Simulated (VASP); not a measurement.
The input files of a VASP run:

INCAR:
```
! general
SYSTEM = SiO2
PREC   = Accurate
ENCUT  = 400
LREAL  = Auto
LASPH  = .TRUE.

! electronic loop
EDIFF  = 1E-6
NELM   = 100
ALGO   = Normal

! smearing
ISMEAR = 0
SIGMA  = 0.01

! functional
GGA    = PE

! ions
ISIF   = 2

! output
LWAVE  = .FALSE.
LCHARG = .FALSE.
```

KPOINTS:
```
Automatic mesh
0
Gamma
8 4 6
0 0 0
```

### POSCAR
```
SiO2
1.0
  4.8541200000   0.0000000000   0.0000000000
 -4.8541200000   8.4075820000   0.0000000000
  0.0000000000   0.0000000000   5.3626480000
Si O
6 12
Cart
 -1.1378057280   1.9707372208   1.7875475458
 -3.5648657280   6.1745282208   1.7875475458
  1.2892542720   2.2330537792   0.0000000000
 -1.1378057280   6.4368447792   0.0000000000
  2.2756114560   0.0000000000   3.5751004542
 -0.1514485440   4.2037910000   3.5751004542
 -1.0736342616   3.0748208890   2.9377658274
 -3.5006942616   7.2786118890   2.9377658274
  0.3010039812   1.7365860621   1.1502182816
 -2.1260560188   5.9403770621   1.1502182816
  0.7726302804   3.5961750489   4.7253133731
 -1.6544297196   7.7999660489   4.7253133731
  3.1996902804   0.6076159511   2.4248821726
  0.7726302804   4.8114069511   2.4248821726
  1.3534257384   1.1289701110   4.2124297184
 -1.0736342616   5.3327611110   4.2124297184
  2.7280639812   2.4672049379   0.6373346269
  0.3010039812   6.6709959379   0.6373346269
```

POTCAR, in this order: Si O (PBE.64 set). Program: vasp_std.

Q: Translate this PBE calculation to Ansatz.

A: One equivalent input (not run):
Ansatz 0.2 input:
```yaml
crystal:
  lattice:
    - [4.8541200, 0.0000000, 0.0000000]
    - [-4.8541200, 8.4075820, 0.0000000]
    - [0.0000000, 0.0000000, 5.3626480]
  atoms:
    - { symbol: Si, position: [0.0000000, 0.2344000, 0.3333330] }
    - { symbol: Si, position: [0.0000000, 0.7344000, 0.3333330] }
    - { symbol: Si, position: [0.5312000, 0.2656000, 0.0000000] }
    - { symbol: Si, position: [0.5312000, 0.7656000, 0.0000000] }
    - { symbol: Si, position: [0.4688000, 0.0000000, 0.6666670] }
    - { symbol: Si, position: [0.4688000, 0.5000000, 0.6666670] }
    - { symbol: O, position: [0.1445400, 0.3657200, 0.5478200] }
    - { symbol: O, position: [0.1445400, 0.8657200, 0.5478200] }
    - { symbol: O, position: [0.2685600, 0.2065500, 0.2144870] }
    - { symbol: O, position: [0.2685600, 0.7065500, 0.2144870] }
    - { symbol: O, position: [0.5869000, 0.4277300, 0.8811530] }
    - { symbol: O, position: [0.5869000, 0.9277300, 0.8811530] }
    - { symbol: O, position: [0.7314400, 0.0722700, 0.4521800] }
    - { symbol: O, position: [0.7314400, 0.5722700, 0.4521800] }
    - { symbol: O, position: [0.4131000, 0.1342800, 0.7855130] }
    - { symbol: O, position: [0.4131000, 0.6342800, 0.7855130] }
    - { symbol: O, position: [0.8554600, 0.2934500, 0.1188470] }
    - { symbol: O, position: [0.8554600, 0.7934500, 0.1188470] }
kpoints:
  mp_grid: { grid: [8, 4, 6] }
hamiltonian:
  xc: pbe
  pseudopotentials: { kind: paw }
scf:
  occupations: { method: gaussian, width: 0.01 }
  max_iter: 100
output: { forces: true, stress: true, eigenvalues: true }
```
Limits of the translation: each code has its own PAW files, so the cut-off isn't converted (ENCUT is set for VASP's; basis.ecutwfc is left out, and Ansatz then takes the one that its files recommend); Ansatz stops its SCF on the density residual and VASP on the energy change (EDIFF).

The structure comes from a computed database's SiO2 entry; how it stands against other phases isn't given here. The cell was not relaxed at this level. The run is one of a series of settings (LREAL = Auto, KPOINTS 8×4×6 Γ-centred mesh against the base run), some of them coarse on purpose.
